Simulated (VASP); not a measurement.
Here is a VASP 6.6.1 calculation.

Contents of INCAR:

```
ALGO = Normal
EDIFF = 1E-7
EDIFFG = -0.005
ENCUT = 600
GGA = PE
IBRION = 2
ISIF = 3
ISMEAR = -1
LASPH = True
LCHARG = False
LREAL = False
LWAVE = False
NELM = 60
NSW = 40
PREC = Accurate
PSTRESS = 100
SIGMA = 0.05
```

File KPOINTS:

```
k-points
0
Gamma
  8 8 6
```

POSCAR

```
ZnGaP
1.0
    4.0159400000      0.0000000000      0.0000000000
   -2.0079700000      3.4779100000      0.0000000000
    0.0000000000      0.0000000000      4.4042000000
Zn Ga P
1 1 1
Direct
    0.0000000000      0.0000000000      0.5000000000
    0.6666700000      0.3333300000      0.0000000000
    0.3333300000      0.6666700000      0.5000000000
```

Potentials or basis: VASP PAW PBE potentials, release 64 (Zn, Ga_d, P).

Launch:

```console
$ cat potpaw_PBE.64/Zn/POTCAR potpaw_PBE.64/Ga_d/POTCAR potpaw_PBE.64/P/POTCAR > POTCAR
$ mpirun -np 1 vasp_std > vasp.out
```

Question: What does it give for the space group after relaxing (to 0.05 Å)?

Answer: P-6m2 (No. 187).

Question: What does it give for the band gap on the k mesh?

Answer: None (metal or under the smearing width).

Question: Estimate the relaxed volume.

Answer: 16.90 Å³/atom.

Final structure:
```
CELL_PARAMETERS angstrom
3.92695 -0.00003 0.00000
-1.96349 3.40083 0.00000
0.00000 0.00000 3.79604
ATOMIC_POSITIONS crystal
Zn 0.00000 0.00000 0.50000
Ga 0.66667 0.33333 0.00000
P 0.33333 0.66667 0.50000
```

Caveat: the cell is relaxed towards a set pressure, so the enthalpy falls and the energy may rise; the volume moved by over 15 % at a fixed basis, so the end points are rough.
